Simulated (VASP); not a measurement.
HfB2 (AlB2 type) is relaxed at rising pressure, each step from the one before. Symmetry mostly holds the structure type, and other phases were not tried. The mesh follows the cell, and a change of mesh leaves a small step in the series.

Here is the system:

```cif
data_B2Hf
_chemical_formula_sum 'Hf1 B2'
_space_group_name_H-M_alt 'P 1'
_space_group_IT_number 1
_cell_length_a 3.12549
_cell_length_b 3.12549
_cell_length_c 3.44844
_cell_angle_alpha 90.000
_cell_angle_beta 90.000
_cell_angle_gamma 120.000
loop_
_space_group_symop_operation_xyz
  'x, y, z'
loop_
_atom_site_label
_atom_site_type_symbol
_atom_site_fract_x
_atom_site_fract_y
_atom_site_fract_z
_atom_site_occupancy
Hf1 Hf 0.00000 0.00000 0.00000 1
B1 B 0.33333 0.66667 0.50000 1
B2 B 0.66667 0.33333 0.50000 1
```

Calculation: PBEsol GGA, VASP's PBE PAW potentials (set 64) (plane waves; VASP). Settings: 620 eV cut-off, 11×11×9 Γ-centred mesh, first-order Methfessel-Paxton smearing of 0.10 eV, potentials Hf_pv B.

Unless said otherwise, spin-orbit coupling is left out, though it shifts the bands of the heavy elements here.

Energy and stress use the plane-wave basis of the starting cell.

```json
[
 {"P (GPa)": "0", "V (Å³/atom)": "9.72", "H − H(0) (eV/atom)": "0.000", "space group": "P6/mmm", "gap on the mesh (eV)": "0.00", "k-mesh": "11×11×9"},
 {"P (GPa)": "5", "V (Å³/atom)": "9.56", "H − H(0) (eV/atom)": "0.301", "space group": "P6/mmm", "gap on the mesh (eV)": "0.00", "k-mesh": "11×11×9"},
 {"P (GPa)": "10", "V (Å³/atom)": "9.39", "H − H(0) (eV/atom)": "0.597", "space group": "P6/mmm", "gap on the mesh (eV)": "0.00", "k-mesh": "11×11×9"},
 {"P (GPa)": "20", "V (Å³/atom)": "9.10", "H − H(0) (eV/atom)": "1.174", "space group": "P6/mmm", "gap on the mesh (eV)": "0.00", "k-mesh": "11×11×9"},
 {"P (GPa)": "30", "V (Å³/atom)": "8.86", "H − H(0) (eV/atom)": "1.735", "space group": "P6/mmm", "gap on the mesh (eV)": "0.00", "k-mesh": "12×12×9"},
 {"P (GPa)": "45", "V (Å³/atom)": "8.54", "H − H(0) (eV/atom)": "2.549", "space group": "P6/mmm", "gap on the mesh (eV)": "0.00", "k-mesh": "12×12×9"}
]
```

Pressures at which the relaxation failed are left out.

The compound is HfB2 in the AlB2 type structure.
